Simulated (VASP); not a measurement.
**A VASP study of FeB4 (r2SCAN): structure first, properties next**

What structure does FeB4 take at this level, and what are its properties? The steps: relaxing cell and atoms (r2SCAN), second relaxation, density, ELF and potential (r2SCAN), band structure (r2SCAN), density of states (r2SCAN), volume scan with r2SCAN, fit for r2SCAN and optical spectrum (r2SCAN). The start is a cell from a database of measured crystal structures.

Method: r2SCAN, spin-polarised from a ferromagnetic start; plane waves and PAW (Fe, B), in VASP 6.6.1.

## Step 1: The starting structure

Before any relaxation, the start is as follows. The structure is orthorhombic, space group Pnnm (No. 58). The conventional cell has a = 4.579 Å, b = 5.298 Å, c = 2.999 Å, α = 90.00°, β = 90.00°, γ = 90.00°. Nearest to Fe lie 12 B at 2.01 to 2.27 Å. B has 4 B at 1.71 to 1.89 Å and 3 Fe at 2.01 to 2.14 Å nearest. B has 5 B at 1.71 to 1.98 Å and 3 Fe at 2.11 to 2.27 Å nearest. Farther neighbours are not listed.

## Step 2: Relaxing cell and atoms (r2SCAN)

Properties are meant for the cell that this level of theory prefers, so cell and atoms are relaxed first (ISIF = 3) until forces and stress are small; EDIFFG sets the threshold. r2SCAN adds the kinetic-energy density, costs more than a GGA and is run with LASPH.

Input file INCAR:

```
SYSTEM = FeB4
PREC = Accurate
ENCUT = 420
EDIFF = 1E-06
NELM = 100
ISMEAR = 0
SIGMA = 0.05
LREAL = .FALSE.
ALGO = Normal
METAGGA = R2SCAN
LASPH = .TRUE.
NBANDS = 39
ISPIN = 2
MAGMOM = 3 3 0 0 0 0 0 0 0 0
LMAXMIX = 4
LORBIT = 11
LWAVE = .FALSE.
LCHARG = .FALSE.
KPAR = 8
IBRION = 2
NSW = 60
ISIF = 3
EDIFFG = -0.01
```

Input file POSCAR:

```
FeB4
1.0
    4.5786000000      0.0000000000      0.0000000000
    0.0000000000      5.2981000000      0.0000000000
    0.0000000000      0.0000000000      2.9991000000
Fe B
2 8
Direct
    0.0000000000      0.0000000000      0.0000000000
    0.5000000000      0.5000000000      0.5000000000
    0.2487000000      0.3123000000      0.0000000000
    0.7513000000      0.6877000000      0.0000000000
    0.7487000000      0.1877000000      0.5000000000
    0.2513000000      0.8123000000      0.5000000000
    0.3411000000      0.1263000000      0.5000000000
    0.6589000000      0.8737000000      0.5000000000
    0.8411000000      0.3737000000      0.0000000000
    0.1589000000      0.6263000000      0.0000000000
```

Input file KPOINTS:

```
Automatic mesh
0
Gamma
6 5 9
0 0 0
```

The projector-augmented-wave data sets are Fe and B (PBE family, release 64).

Run with:

```bash
> mpirun -np 8 vasp_std
```

The program printed:

```text
[banner, memory and clock lines left out]
running    8 mpi-ranks, on    1 nodes
 distrk:  each k-point on    1 cores,    8 groups
 distr:  one band on    1 cores,    1 groups

 POSCAR found type information on POSCAR FeB
 POSCAR found :  2 types and      10 ions
|                                                                             |
|           W    W    AA    RRRRR   N    N  II  N    N   GGGG   !!!           |
|           W    W   A  A   R    R  NN   N  II  NN   N  G    G  !!!           |
|           W    W  A    A  R    R  N N  N  II  N N  N  G       !!!           |
|           W WW W  AAAAAA  RRRRR   N  N N  II  N  N N  G  GGG   !            |
|           WW  WW  A    A  R   R   N   NN  II  N   NN  G    G                |
|           W    W  A    A  R    R  N    N  II  N    N   GGGG   !!!           |
|                                                                             |
|     For optimal performance we recommend to set                             |
|       NCORE = 2 up to number-of-cores-per-socket                            |
|     NCORE specifies how many cores store one orbital (NPAR=cpu/NCORE).      |
|     This setting can greatly improve the performance of VASP for DFT.       |
|     The default, NCORE=1 might be grossly inefficient on modern             |
|     multi-core architectures or massively parallel machines. Do your        |
|     Unfortunately you need to use the default for GW and RPA                |
|     calculations (for HF NCORE is supported but not extensively tested      |
|     yet).                                                                   |
|                                                                             |

|                                                                             |
|               ----> ADVICE to this user running VASP <----                  |
|                                                                             |
|     You enforced a specific xc type in the INCAR file but a different       |
|     [... a line on the potential file left out ...]
|     I HOPE YOU KNOW WHAT YOU ARE DOING!                                     |
|                                                                             |

 LDA part: xc-table for (None), standard interpolation
 POSCAR, INCAR and KPOINTS ok, starting setup
 FFT: planning ... GRIDC
 FFT: planning ... GRID_SOFT
 FFT: planning ... GRID
 WAVECAR not read
 entering main loop
       N       E                     dE             d eps       ncg     rms          rms(c)
DAV:   1     0.197915185085E+03    0.19792E+03   -0.14913E+04  9624   0.951E+02
DAV:   2    -0.831300053041E+02   -0.28105E+03   -0.25537E+03  9892   0.256E+02
DAV:   3    -0.104790185199E+03   -0.21660E+02   -0.20500E+02 11538   0.771E+01
DAV:   4    -0.105381235580E+03   -0.59105E+00   -0.58530E+00 12025   0.126E+01
DAV:   5    -0.105396275773E+03   -0.15040E-01   -0.15029E-01 11904   0.177E+00    0.408E+01
DAV:   6    -0.124017726297E+03   -0.18621E+02   -0.14627E+02 12598   0.164E+02    0.751E+01
DAV:   7    -0.876011373139E+02    0.36417E+02   -0.56327E+01 11698   0.140E+02    0.105E+01
DAV:   8    -0.882001108636E+02   -0.59897E+00   -0.98147E+00 14452   0.283E+01    0.522E+00
DAV:   9    -0.883082655908E+02   -0.10815E+00   -0.72138E-01 12935   0.799E+00    0.287E+00
DAV:  10    -0.883335803547E+02   -0.25315E-01   -0.65243E-02 13132   0.183E+00    0.168E+00
DAV:  11    -0.883378395999E+02   -0.42592E-02   -0.10668E-02 13515   0.712E-01    0.996E-01
DAV:  12    -0.883395851009E+02   -0.17455E-02   -0.33325E-03 13277   0.431E-01    0.598E-01
DAV:  13    -0.883397039071E+02   -0.11881E-03   -0.63545E-04 14650   0.258E-01    0.234E-01
DAV:  14    -0.883397666304E+02   -0.62723E-04   -0.14248E-04 13683   0.897E-02    0.841E-02
DAV:  15    -0.883397753734E+02   -0.87430E-05   -0.27516E-05 13943   0.360E-02    0.370E-02
DAV:  16    -0.883397777775E+02   -0.24041E-05   -0.79477E-06  9724   0.181E-02    0.160E-02
DAV:  17    -0.883397790238E+02   -0.12463E-05   -0.31885E-06  7480   0.105E-02    0.632E-03
DAV:  18    -0.883397793207E+02   -0.29697E-06   -0.79657E-07  6294   0.592E-03
   1 F= -.88339779E+02 E0= -.88337992E+02  d E =-.883398E+02  mag=     0.4075
 curvature:   0.00 expect dE= 0.000E+00 dE for cont linesearch  0.000E+00
 trial: gam= 0.00000 g(F)=  0.155E-02 g(S)=  0.142E+00 ort = 0.000E+00 (trialstep = 0.100E+01)
 search vector abs. value=  0.143E+00
 bond charge predicted
       N       E                     dE             d eps       ncg     rms          rms(c)
DAV:   1    -0.887855630230E+02   -0.44578E+00   -0.53362E+00 11194   0.282E+01    0.730E+00
DAV:   2    -0.897103742865E+02   -0.92481E+00   -0.49352E+00 12573   0.370E+01    0.990E+00
DAV:   3    -0.883260629368E+02    0.13843E+01   -0.22301E+00 12126   0.289E+01    0.124E+00
DAV:   4    -0.883417972115E+02   -0.15734E-01   -0.11520E-01 10485   0.137E+00    0.690E-01
DAV:   5    -0.883375007250E+02    0.42965E-02   -0.41615E-03 14722   0.104E+00    0.192E-01
DAV:   6    -0.883375120425E+02   -0.11317E-04   -0.95355E-04 14840   0.257E-01    0.101E-01
DAV:   7    -0.883374602527E+02    0.51790E-04   -0.12817E-04 12598   0.145E-01    0.330E-02
DAV:   8    -0.883374587824E+02    0.14703E-05   -0.18430E-05 14576   0.383E-02    0.800E-03
DAV:   9    -0.883374580223E+02    0.76014E-06   -0.75522E-07  6490   0.630E-03
   2 F= -.88337458E+02 E0= -.88335863E+02  d E =0.232130E-02  mag=     0.3427
[... from here on, the cycles between the ionic steps are left out ...]
   3 F= -.88376101E+02 E0= -.88374454E+02  d E =-.363214E-01  mag=     0.3765
   4 F= -.88379638E+02 E0= -.88377976E+02  d E =-.353740E-02  mag=     0.3552
   5 F= -.88379875E+02 E0= -.88378232E+02  d E =-.377386E-02  mag=     0.3482
   6 F= -.88381358E+02 E0= -.88379819E+02  d E =-.148354E-02  mag=     0.3272
   7 F= -.88381379E+02 E0= -.88379858E+02  d E =-.150466E-02  mag=     0.3246
   8 F= -.88381747E+02 E0= -.88380266E+02  d E =-.368068E-03  mag=     0.3179
   9 F= -.88381777E+02 E0= -.88380309E+02  d E =-.398093E-03  mag=     0.3152
  10 F= -.88381838E+02 E0= -.88380378E+02  d E =-.604610E-04  mag=     0.3151
  11 F= -.88381837E+02 E0= -.88380377E+02  d E =-.601199E-04  mag=     0.3151
  12 F= -.88381894E+02 E0= -.88380433E+02  d E =-.564508E-04  mag=     0.3155
 trial-energy change:   -0.000056  1 .order   -0.000062   -0.000078   -0.000046
 step:   0.6570(harm=  0.6570)  dis= 0.00152  next Energy=   -88.381932 (dE=-0.945E-04)
 bond charge predicted
       N       E                     dE             d eps       ncg     rms          rms(c)
DAV:   1    -0.883819523733E+02   -0.57535E-04   -0.37581E-03  9560   0.340E-01    0.531E-02
DAV:   2    -0.883819976806E+02   -0.45307E-04   -0.27189E-04 13395   0.266E-01    0.707E-02
DAV:   3    -0.883819287349E+02    0.68946E-04   -0.11283E-04 12581   0.189E-01    0.149E-02
DAV:   4    -0.883819275554E+02    0.11795E-05   -0.72580E-06 12071   0.160E-02    0.455E-03
DAV:   5    -0.883819273675E+02    0.18792E-06   -0.25299E-07  6143   0.790E-03
  13 F= -.88381927E+02 E0= -.88380467E+02  d E =-.899225E-04  mag=     0.3162
 curvature:  -0.98 expect dE=-0.765E-04 dE for cont linesearch -0.653E-06
 trial: gam= 0.07211 g(F)=  0.326E-05 g(S)=  0.745E-04 ort =-0.239E-04 (trialstep = 0.348E+00)
 search vector abs. value=  0.788E-04
 reached required accuracy - stopping structural energy minimisation
```

Elapsed: 6.9 min, on 8 MPI ranks of Intel Xeon 6975P-C (Granite Rapids), shared host; peak memory 2.8 GiB.

The logs omit lines about the potential files and the build; timing stands in the text.

Parts of OUTCAR (step 2):

```text
ion  position               nearest neighbor table
   1  0.000  0.000  0.000-   3 2.01   4 2.01   9 2.11  10 2.11   5 2.14   6 2.14   5 2.14   6 2.14
                             7 2.27   8 2.27   7 2.27   8 2.27
   2  0.500  0.500  0.500-   5 2.01   6 2.01   7 2.11   8 2.11   3 2.14   4 2.14   3 2.14   4 2.14
                             9 2.27  10 2.27   9 2.27  10 2.27
   3  0.249  0.312  0.000-  10 1.71   7 1.84   7 1.84   9 1.89   1 2.01   2 2.14   2 2.14
   4  0.751  0.688  0.000-   9 1.71   8 1.84   8 1.84  10 1.89   1 2.01   2 2.14   2 2.14
   5  0.749  0.188  0.500-   8 1.71   9 1.84   9 1.84   7 1.89   2 2.01   1 2.14   1 2.14
   6  0.251  0.812  0.500-   7 1.71  10 1.84  10 1.84   8 1.89   2 2.01   1 2.14   1 2.14
   7  0.341  0.126  0.500-   6 1.71   3 1.84   3 1.84   5 1.89   8 1.98   2 2.11   1 2.27   1 2.27

  LATTYP: Found a simple orthorhombic cell.
 ALAT       =     2.9991000000
 B/A-ratio  =     1.5266579974
 C/A-ratio  =     1.7665633023

 Subroutine GETGRP returns: Found  8 space group operations
 (whereof  4 operations were pure point group operations)

The static configuration has the point symmetry C_2h.
 The point group associated with its full space group is D_2h.

 Found     60 irreducible k-points:

   k-points           NKPTS =     60   k-points in BZ     NKDIM =     60   number of bands    NBANDS=     39

   dimension x,y,z NGX =    32 NGY =   36 NGZ =   20
   dimension x,y,z NGXF=    64 NGYF=   72 NGZF=   40

   ENCUT  =  420.0 eV  30.87 Ry    5.56 a.u.   7.65  8.85  5.01*2*pi/ulx,y,z

   NELECT =      40.0000    total number of electrons

 k-points in reciprocal lattice and weights: Automatic mesh
   0.00000000  0.00000000  0.00000000       0.004
   0.16666667  0.00000000  0.00000000       0.007
   0.33333333  0.00000000  0.00000000       0.007
   0.50000000  0.00000000  0.00000000       0.004
   0.00000000  0.20000000  0.00000000       0.007
   0.16666667  0.20000000  0.00000000       0.015
   0.33333333  0.20000000  0.00000000       0.015
   0.50000000  0.20000000  0.00000000       0.007
   0.00000000  0.40000000  0.00000000       0.007
[...]
0.33333333  0.40000000  0.44444444       0.030
   0.50000000  0.40000000  0.44444444       0.015

 average (electrostatic) potential at core
       1 -46.8951       2 -46.8951       3 -26.3461       4 -26.3461       5 -26.3461
       6 -26.3461       7 -26.4283       8 -26.4283       9 -26.4283      10 -26.4283

 E-fermi :   8.2896

 spin component 1
 k-point     1 :       0.0000    0.0000    0.0000
  band No.  band energies     occupation
    ...
     15       4.8618      1.00000
     16       5.8281      1.00000
     17       5.8591      1.00000
     18       6.1295      1.00000
     19       6.7457      1.00000
     20       8.4523      0.00000
     21       9.3700      0.00000
     22       9.4938      0.00000
     23      10.5840      0.00000
     24      11.1860      0.00000
    ...

 k-point     2 :       0.1667    0.0000    0.0000
  band No.  band energies     occupation
    ...
     16       5.7284      1.00000
     17       5.9092      1.00000
     18       6.1705      1.00000
     19       6.6313      1.00000
     20       8.2469      0.88669
     21       9.5188      0.00000
     22      10.0175      0.00000
     23      10.5415      0.00000
     24      10.6782      0.00000
     25      10.8998      0.00000
    ...

 k-point     3 :       0.3333    0.0000    0.0000
  band No.  band energies     occupation
    ...
     16       5.3761      1.00000
     17       5.5473      1.00000
     18       6.4473      1.00000
     19       6.9780      1.00000
     20       8.1426      0.99998
     21       9.2836      0.00000
     22       9.6034      0.00000
     23      10.0664      0.00000
     24      10.4220      0.00000
     25      10.9980      0.00000
    ...

 k-point     4 :       0.5000    0.0000    0.0000
  band No.  band energies     occupation
    ...
     16       4.7511      1.00000
     17       6.1869      1.00000
     18       6.1869      1.00000
     19       8.0909      1.00000
     20       8.0909      1.00000
     21       8.5208      0.00000
     22       8.5208      0.00000
     23      10.2435      0.00000
     24      10.2435      0.00000
     25      12.0157      0.00000
    ...

 k-point     5 :       0.0000    0.2000    0.0000
  band No.  band energies     occupation
    ...
     15       4.6393      1.00000
     16       5.5855      1.00000
     17       5.8741      1.00000
     18       6.3877      1.00000
     19       6.5962      1.00000
     20       8.3081      0.30019
     21       9.2357      0.00000
     22       9.2372      0.00000
     23       9.9529      0.00000
     24      11.0983      0.00000
    ...

 k-point     6 :       0.1667    0.2000    0.0000
  band No.  band energies     occupation
    ...
     16       5.7864      1.00000
     17       5.8899      1.00000
     18       6.1887      1.00000
     19       6.4900      1.00000
     20       8.1921      0.99709
     21       9.3054      0.00000
     22       9.6057      0.00000
     23       9.8145      0.00000
     24      10.7736      0.00000
     25      11.1837      0.00000
    ...

  Total        0.0728395     -0.0462792      0.0894429      0.0000000      0.0000000      0.0000000
  in kB        1.6399284     -1.0419423      2.0137404      0.0000000      0.0000000      0.0000000
  external PRESSURE =       0.8705755 kB  Pullay stress =       0.0000000 kB

  energy-cutoff  :      420.00
  volume of cell :       71.16
      direct lattice vectors                 reciprocal lattice vectors
     4.512258964 -0.000000000  0.000000000     0.221618486 -0.000000000  0.000000000
     0.000000000  5.254020528  0.000000000     0.000000000  0.190330433  0.000000000
     0.000000000  0.000000000  3.001698890     0.000000000  0.000000000  0.333144675

 POSITION                                       TOTAL-FORCE (eV/Angst)
 -----------------------------------------------------------------------------------
      0.00000      0.00000      0.00000        -0.000000      0.000000     -0.000000
      2.25613      2.62701      1.50085        -0.000000      0.000000     -0.000000
      1.11931      1.64296      0.00000        -0.002928      0.002008      0.000000
      3.39295      3.61106      0.00000         0.002928     -0.002008      0.000000
      3.37544      0.98405      1.50085        -0.002928     -0.002008      0.000000
      1.13682      4.26997      1.50085         0.002928      0.002008     -0.000000
      1.52443      0.66733      1.50085        -0.000547     -0.001997     -0.000000
      2.98783      4.58669      1.50085         0.000547      0.001997      0.000000
      3.78056      1.95968      0.00000        -0.000547      0.001997     -0.000000
      0.73170      3.29434      0.00000         0.000547     -0.001997      0.000000
 -----------------------------------------------------------------------------------
    total drift:                                0.000000     -0.000000     -0.000000

  FREE ENERGIE OF THE ION-ELECTRON SYSTEM (eV)
  ---------------------------------------------------
  free  energy   TOTEN  =       -88.3819273675 eV

  energy  without entropy=      -88.3790062182  energy(sigma->0) =      -88.38046679

 reached required accuracy - stopping structural energy minimisation

 total charge
# of ion       s       p       d       tot
------------------------------------------
    1        0.509   0.884   6.663   8.055
    2        0.509   0.884   6.663   8.055
    3        0.708   1.274   0.000   1.982
    4        0.708   1.274   0.000   1.982
    5        0.708   1.274   0.000   1.982
    6        0.708   1.274   0.000   1.982
    7        0.679   1.269   0.000   1.948
    8        0.679   1.269   0.000   1.948
    9        0.679   1.269   0.000   1.948
   10        0.679   1.269   0.000   1.948
--------------------------------------------------
tot          6.569  11.937  13.325  31.831

 magnetization (x)
# of ion       s       p       d       tot
------------------------------------------
    1        0.001   0.001   0.121   0.122
    2        0.001   0.001   0.121   0.122
    3        0.003   0.017   0.000   0.020
    4        0.003   0.017   0.000   0.020
    5        0.003   0.017   0.000   0.020
    6        0.003   0.017   0.000   0.020
    7       -0.001  -0.006   0.000  -0.007
    8       -0.001  -0.006   0.000  -0.007
    9       -0.001  -0.006   0.000  -0.007
   10       -0.001  -0.006   0.000  -0.007
--------------------------------------------------
tot          0.009   0.046   0.242   0.297

[... 6 further parts left out ...]
```

The magnetic state follows from one typed start and may not be the lowest. SCAN-type functionals tend to overstate the moments of itinerant magnets. The PAW data sets were made with PBE, which is usual practice but a small mismatch for other functionals. The run keeps the 8 symmetry operations of its start, so it cannot find a distortion of lower symmetry.

The steps of the relaxation:

```csv
step,energy less that of the first step (eV),largest force (eV/Å),pressure (GPa),volume (Å³)
1,0.0000,0.0658,-6.38,72.75
2,0.0023,0.1301,7.25,69.74
3,-0.0363,0.0763,0.06,71.24
4,-0.0399,0.0735,0.21,71.15
5,-0.0401,0.0901,0.22,71.12
6,-0.0416,0.0435,-0.05,71.18
7,-0.0416,0.0440,-0.05,71.18
8,-0.0420,0.0177,0.06,71.17
9,-0.0420,0.0220,-0.10,71.17
10,-0.0421,0.0144,0.28,71.12
11,-0.0421,0.0158,0.28,71.13
12,-0.0421,0.0106,0.23,71.14
13,-0.0421,0.0036,0.09,71.16
```

```csv
"conventional cell, symmetrised",before,after,change
a (Å),4.579,4.512,-1.4 %
b (Å),5.298,5.254,-0.8 %
c (Å),2.999,3.002,+0.1 %
volume (Å³/atom),7.28,7.12,-2.2 %
```

The atoms that moved most (Å, as changes of fractional coordinates times the final cell):

```csv
atom,dx,dy,dz,length
B8,0.015,-0.004,0.000,0.015
B7,-0.015,0.004,0.000,0.015
B10,0.015,0.004,0.000,0.015
B9,-0.015,-0.004,0.000,0.015
```

The relaxed structure:

```xyz
10
Lattice="4.5123 0.0000 0.0000 0.0000 5.2540 0.0000 0.0000 0.0000 3.0017" Properties=species:S:1:pos:R:3 pbc="T T T"
Fe    0.0000    0.0000    0.0000
Fe    2.2561    2.6270    1.5008
B     1.1193    1.6430    0.0000
B     3.3929    3.6111    0.0000
B     3.3754    0.9841    1.5008
B     1.1368    4.2700    1.5008
B     1.5244    0.6673    1.5008
B     2.9878    4.5867    1.5008
B     3.7806    1.9597    0.0000
B     0.7317    3.2943    0.0000
```

This step gave:

- electrons: 40
- bands: 39
- irreducible k-points: 60
- symmetry operations: 8
- free energy (TOTEN): -88.3819 eV
- energy at zero smearing: -88.3805 eV
- Fermi energy: 8.290 eV
- pressure: 0.08706 GPa
- moment of the cell, from the last line of the log: 0.3162 μB
- metallic: yes
- SCF cycles over all ionic steps: 84

Spin moment in the PAW sphere by atom:

```csv
atom,spin moment in the PAW sphere (μB)
Fe1,0.122
Fe2,0.122
B3,0.020
B4,0.020
B5,0.020
B6,0.020
B7,-0.007
B8,-0.007
B9,-0.007
B10,-0.007
```

It ends with a largest force of 0.004 eV/Å and a pressure of 0.09 GPa. The volume lies -2.2 % from that of the database's start, which holds the thermal and zero-point expansion of its experiment.

(Continued in part 2 of 7.)

[Lines on the potential files, build, host, timing and source positions are cut from VASP's logs without a mark.]

[Logs are printed without paths, hosts, clocks, repeated set-up lines and the standing remarks that a program may print on its own settings, such as how far it seeks lower states.]

[Hosts, paths, dates, database ids (printed as entryN), source tags and the programs' standing remarks are cut or masked in the printed files.]

[Measured values are set beside computed ones only where the two were judged alike; some that the calculation misses by far are left out.]

[In band tables of VASP the shares of atoms and orbitals are scaled to a sum of 1 inside the atoms' spheres.]
